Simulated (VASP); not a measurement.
Sc7AlF24:

```
CELL_PARAMETERS angstrom
-7.93470 0.00000 0.00000
0.00000 0.00000 7.93470
0.00000 7.93470 0.00000
ATOMIC_POSITIONS crystal
Al 0.50000 0.00000 0.00000
Sc 0.50000 0.50000 0.00000
Sc 0.50000 0.00000 0.50000
Sc 0.50000 0.50000 0.50000
Sc 0.00000 0.00000 0.00000
Sc 0.00000 0.50000 0.00000
Sc 0.00000 0.00000 0.50000
Sc 0.00000 0.50000 0.50000
F 0.25000 0.00000 0.00000
F 0.25000 0.50000 0.00000
F 0.25000 0.00000 0.50000
F 0.25000 0.50000 0.50000
F 0.75000 0.00000 0.00000
F 0.75000 0.50000 0.00000
F 0.75000 0.00000 0.50000
F 0.75000 0.50000 0.50000
F 0.50000 0.00000 0.25000
F 0.50000 0.50000 0.25000
F 0.50000 0.00000 0.75000
F 0.50000 0.50000 0.75000
F 0.00000 0.00000 0.25000
F 0.00000 0.50000 0.25000
F 0.00000 0.00000 0.75000
F 0.00000 0.50000 0.75000
F 0.50000 0.25000 0.00000
F 0.50000 0.75000 0.00000
F 0.50000 0.25000 0.50000
F 0.50000 0.75000 0.50000
F 0.00000 0.25000 0.00000
F 0.00000 0.75000 0.00000
F 0.00000 0.25000 0.50000
F 0.00000 0.75000 0.50000
```

The cell was built by a generator and needn't be a form met in nature.

- Program: VASP 6.6.1
- Task: relaxation of cell and atoms
- Functional: PBEsol
- Potentials or basis: VASP PAW PBE potentials, release 64 (Al, Sc_sv, F)
- Cutoff: 600 eV
- k mesh: 4 × 4 × 4
- Occupations: gaussian, width 0.03 eV
- Spin: no spin polarisation

At the start: pressure 1.5 GPa; volume 15.61 Å³/atom.

**Question.** Where does the relaxation end?

**Answer.** Over 7 steps the energy falls by 27.1 meV/atom and the volume is 15.76 Å³/atom (+1.0 %); space group Pm-3m (No. 221, to 0.05 Å).

The path:
```csv
step,energy change (eV),largest force (eV/Å),pressure (GPa),volume (Å³)
1,0.0000,2.3721,1.50,499.56
2,-0.8426,0.1201,-1.09,510.20
3,-0.8426,0.1207,-1.10,510.25
4,-0.8634,0.0963,0.38,502.62
5,-0.8670,0.0366,-0.04,504.73
6,-0.8670,0.0389,-0.03,504.62
7,-0.8673,0.0042,0.01,504.44
```

Final structure:
```
CELL_PARAMETERS angstrom
-7.96041 0.00000 0.00000
0.00000 0.00000 7.96041
0.00000 7.96041 0.00000
ATOMIC_POSITIONS crystal
Al 0.50000 0.00000 0.00000
Sc 0.50000 0.50000 0.00000
Sc 0.50000 0.00000 0.50000
Sc 0.50000 0.50000 0.50000
Sc 0.00000 0.00000 0.00000
Sc 0.00000 0.50000 0.00000
Sc 0.00000 0.00000 0.50000
Sc 0.00000 0.50000 0.50000
F 0.26515 0.00000 0.00000
F 0.25071 0.50000 0.00000
F 0.25071 0.00000 0.50000
F 0.25015 0.50000 0.50000
F 0.73485 0.00000 0.00000
F 0.74929 0.50000 0.00000
F 0.74929 0.00000 0.50000
F 0.74985 0.50000 0.50000
F 0.50000 0.00000 0.23485
F 0.50000 0.50000 0.24929
F 0.50000 0.00000 0.76515
F 0.50000 0.50000 0.75071
F 0.00000 0.00000 0.24929
F 0.00000 0.50000 0.24985
F 0.00000 0.00000 0.75071
F 0.00000 0.50000 0.75015
F 0.50000 0.23485 0.00000
F 0.50000 0.76515 0.00000
F 0.50000 0.24929 0.50000
F 0.50000 0.75071 0.50000
F 0.00000 0.24929 0.00000
F 0.00000 0.75071 0.00000
F 0.00000 0.24985 0.50000
F 0.00000 0.75015 0.50000
```

Caveat: the PAW data sets were made with another functional, which shifts forces and pressure a little.
